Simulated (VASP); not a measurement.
Crystal: AlIn3N2.

```
CELL_PARAMETERS angstrom
4.22603 0.00000 0.00000
-2.11301 3.65985 0.00000
0.00000 0.00000 8.30070
ATOMIC_POSITIONS crystal
Al 0.00000 0.00000 0.50000
In 0.33333 0.66667 0.50000
In 0.66667 0.33333 0.50000
In 0.00000 0.00000 0.00000
N 0.00000 0.00000 0.72393
N 0.00000 0.00000 0.27607
```

The cell was built by a generator and needn't be a form met in nature.

```yaml
Program: VASP 6.6.1
Task: relaxation of cell and atoms
Functional: PBE
Potentials_or_basis: VASP PAW PBE potentials, release 64 (Al, In_d, N)
Cutoff: 520 eV
k_mesh: 4 × 4 × 2
Occupations: gaussian, width 0.15 eV
Spin: no spin polarisation
```

At the start: pressure 21.5 GPa; volume 21.40 Å³/atom.

Q: Where does the relaxation end?

A: Over 17 steps the energy falls by 1005.3 meV/atom and the volume is 28.80 Å³/atom (+34.6 %); space group P6/mmm (No. 191, to 0.05 Å).

Step by step:
| step | energy change (eV) | largest force (eV/Å) | pressure (GPa) | volume (Å³) |
| --- | --- | --- | --- | --- |
| 1 | 0.0000 | 0.2091 | 21.50 | 128.38 |
| 2 | -5.6561 | 2.9025 | -1.15 | 183.42 |
| 3 | -5.6433 | 2.4632 | -0.38 | 175.69 |
| 4 | -5.6703 | 2.6706 | -0.68 | 179.57 |
| 5 | -5.9789 | 0.8431 | -1.50 | 179.15 |
| 6 | -5.9929 | 0.1465 | -1.77 | 179.22 |
| 7 | -5.9899 | 0.5639 | 1.77 | 171.10 |
| 8 | -6.0257 | 0.2861 | -1.97 | 174.93 |
| 9 | -6.0208 | 0.3593 | 0.28 | 173.76 |
| 10 | -6.0230 | 0.3304 | -0.07 | 174.24 |
| 11 | -6.0241 | 0.3064 | -0.22 | 174.67 |
| 12 | -6.0243 | 0.2971 | -0.34 | 174.80 |
| 13 | -6.0302 | 0.2003 | 0.08 | 172.77 |
| 14 | -6.0305 | 0.1069 | -0.07 | 173.15 |
| 15 | -6.0305 | 0.1314 | 0.03 | 173.04 |
| 16 | -6.0314 | 0.0077 | -0.22 | 172.74 |
| 17 | -6.0317 | 0.0466 | -0.10 | 172.82 |

Final structure:
```
Al In N
1.0
     5.19033    0.00000    0.00000
    -2.59516    4.49496    0.00000
     0.00000    0.00000    7.40756
Al In N
1 3 2
Cartesian
  0.0000 0.0000 3.7038
  0.0000 2.9966 3.7038
  2.5952 1.4983 3.7038
  0.0000 0.0000 0.0000
  0.0000 0.0000 5.4732
  0.0000 0.0000 1.9344
```

Caveat: the k mesh is coarse (spacing up to 0.43 Å⁻¹), so the values aren't converged; the volume moved by over 15 % at a fixed basis, so the end points are rough.
